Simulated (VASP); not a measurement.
Input:

```
CaC2
1.0
    3.58311    -1.91447    -0.00038
    3.58311     1.91447    -0.00038
   -2.16755     0.00000     7.09392
Ca C
2 4
Cartesian
  4.08339   0.00000   5.34461
  0.91529   0.00000   1.74856
 -0.65569   0.00000   4.00308
  5.65437   0.00000   3.09009
  3.11177   0.00000   0.41223
  1.88690   0.00000   6.68094
```

The numbers are results of r2SCAN meta-GGA, VASP's PBE PAW potentials (set 64) (plane waves; VASP), not measurements. Numerical set-up: 520 eV cut-off, 7×7×4 Γ-centred mesh, tetrahedra with Blöchl corrections, potentials Ca_sv C.

### Question
Give the energies of bands 11 to 21 at the high-symmetry points, in eV from the valence-band maximum.

### Answer

```csv
band,Γ,C,Y2,M2,D,A,V2
11,-4.25,-3.79,-4.28,-4.00,-3.54,-3.62,-3.46
12,-2.49,-3.37,-3.70,-3.92,-3.52,-3.51,-3.42
13,-1.90,-2.05,-1.88,-1.96,-2.21,-1.52,-2.16
14,-0.99,-1.67,-1.44,-1.86,-1.79,-1.44,-2.08
15,-0.79,-1.59,-1.12,-1.09,-1.46,-0.80,-1.14
16,-0.73,-1.45,-0.75,-0.78,-1.26,-0.49,-1.04
17,-0.45,-0.45,-0.57,-0.15,-0.33,-0.22,-0.47
18,-0.20,-0.05,-0.12,-0.04,-0.26,-0.19,-0.26
19,3.56,4.82,4.61,5.11,4.10,4.07,3.62
20,4.49,4.87,5.89,5.59,5.02,4.41,4.18
21,5.31,5.87,5.98,6.04,5.59,5.26,5.43
```

The gap is indirect, 2.65 eV, from the valence maximum at (-0.43, -0.43, 0.25) to the conduction minimum at L2.

The structure comes from a computed database's CaC2 entry (C2/m); how it stands against other phases isn't given here. It was relaxed first.
